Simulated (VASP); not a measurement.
```
ZrO2
1.0
    0.00000     2.59693     2.59693
    2.59693     0.00000     2.59693
    2.59693     2.59693     0.00000
Zr O
1 2
Direct
  0.00000   0.00000   0.00000
  0.25000   0.25000   0.25000
  0.75000   0.75000   0.75000
```

Level of theory: revPBE GGA, VASP's PBE PAW potentials (set 64) (plane waves; VASP). Settings: 520 eV cut-off, 7×7×7 Γ-centred mesh, Gaussian smearing of 0.050 eV, potentials Zr_sv O.

Task: The job: ZrO₂ (fluorite), 3 atoms, revPBE, static run, 520 eV, 7×7×7 Γ-centred mesh. Roughly how much core time does it take on a busy server core?

Result: About 10 core-seconds (one run on a shared machine, a rough figure). It had 20 irreducible k-points, 16 bands, up to 953 plane waves and 16 electronic steps.

The compound is ZrO2 in the fluorite structure, the high-temperature cubic form, which is unstable at 0 K; the monoclinic form is the stable one. This cell is one point of a volume scan, at 1.03 of the reference volume.
